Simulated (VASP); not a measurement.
Output of a VASP run:

### OSZICAR
```
       N       E                     dE             d eps       ncg     rms          rms(c)
DAV:   1     0.345520664831E+02    0.34552E+02   -0.51170E+03 38240   0.729E+02
DAV:   2    -0.143837849295E+02   -0.48936E+02   -0.45279E+02 40720   0.157E+02
DAV:   3    -0.155314528882E+02   -0.11477E+01   -0.11350E+01 44108   0.234E+01
DAV:   4    -0.155390314025E+02   -0.75785E-02   -0.75740E-02 40140   0.225E+00
DAV:   5    -0.155391181061E+02   -0.86704E-04   -0.86696E-04 44312   0.241E-01    0.915E+00
DAV:   6    -0.143386716351E+02    0.12004E+01   -0.63856E+00 39580   0.282E+01    0.404E+00
DAV:   7    -0.142470587120E+02    0.91613E-01   -0.28353E-01 37676   0.604E+00    0.187E+00
DAV:   8    -0.142080859197E+02    0.38973E-01   -0.32986E-02 40976   0.125E+00    0.414E-01
DAV:   9    -0.142064771617E+02    0.16088E-02   -0.32968E-03 41828   0.656E-01    0.214E-01
DAV:  10    -0.142064765936E+02    0.56809E-06   -0.21607E-04 40380   0.123E-01    0.351E-02
DAV:  11    -0.142064715132E+02    0.50804E-05   -0.12419E-05 40920   0.259E-02    0.118E-02
DAV:  12    -0.142064714495E+02    0.63679E-07   -0.13200E-06 24776   0.887E-03
   1 F= -.14206471E+02 E0= -.14204450E+02  d E =-.404280E-02
```

### OUTCAR
```
------------------------ aborting loop because EDIFF is reached ----------------------------------------
  FORCE on cell =-STRESS in cart. coord.  units (eV):
  Direction    XX          YY          ZZ          XY          YZ          ZX
  --------------------------------------------------------------------------------------
  Total       -0.6620001     -0.4942259     -0.4661023     -0.7887168      0.2058238     -0.5554599
  in kB      -19.6415103    -14.6636577    -13.8292331    -23.4011889      6.1067818    -16.4804683
  external PRESSURE =     -16.0448004 kB  Pullay stress =       0.0000000 kB
  volume of cell :       54.00
      direct lattice vectors                 reciprocal lattice vectors
     0.000000000  3.000000000  3.000000000    -0.166666667  0.166666667  0.166666667
     3.000000000  0.000000000  3.000000000     0.166666667 -0.166666667  0.166666667
     3.000000000  3.000000000  0.000000000     0.166666667  0.166666667 -0.166666667
 POSITION                                       TOTAL-FORCE (eV/Angst)
 -----------------------------------------------------------------------------------
      1.45450      1.56330      1.54691         0.524858     -0.553859     -0.424286
      4.48184      4.46225      4.43574         0.266892      0.098322      0.471906
      0.06366      2.97446      3.01735        -0.791750      0.455537     -0.047620
 -----------------------------------------------------------------------------------
    total drift:                               -0.000466      0.000472     -0.000221
  FREE ENERGIE OF THE ION-ELECTRON SYSTEM (eV)
  ---------------------------------------------------
  free  energy   TOTEN  =       -14.2064714495 eV

  energy  without entropy=      -14.2024286508  energy(sigma->0) =      -14.20445005
```
(Selected blocks of OUTCAR.)

File POSCAR:
```
AuAl2
1
    0.0000000000     3.0000000000     3.0000000000
    3.0000000000     0.0000000000     3.0000000000
    3.0000000000     3.0000000000     0.0000000000
Al Au
2 1
Direct
  0.2759520000   0.2396860000   0.2451470000
  0.7360250000   0.7425540000   0.7513920000
 -0.0119760000   0.0177600000   0.0034610000
```

Write an INCAR and KPOINTS that could have produced this output.

One answer among several that fit: the input of the run itself, LDA (Ceperley-Alder, Perdew-Zunger), plane waves, VASP's LDA PAW potentials (set 64).

**KPOINTS**
```
K-points
0
Gamma
9 9 9
0.5 0.5 0.5
```

INCAR:
```
ALGO  =  Normal
EDIFF  =  1E-6
ENCUT  =  300
ISIF  =  2
ISMEAR  =  0
LASPH  =  .True.
LCHARG  =  .False.
LMAXMIX  =  6
LREAL  =  .False.
LWAVE  =  .False.
NELM  =  100
PREC  =  Accurate
SIGMA  =  0.1
SYSTEM  =  AuAl2
```

POTCAR, in this order: Al Au (LDA.64 set). Program: vasp_std.

At this cut-off the stress carries a Pulay error, which pulls relaxed volumes low.

The structure is a typed AuAl2 crystal. The cell was not relaxed at this level, atoms are displaced from their ideal sites. The electron count is odd and the run is not spin-polarised, which forces a metal.
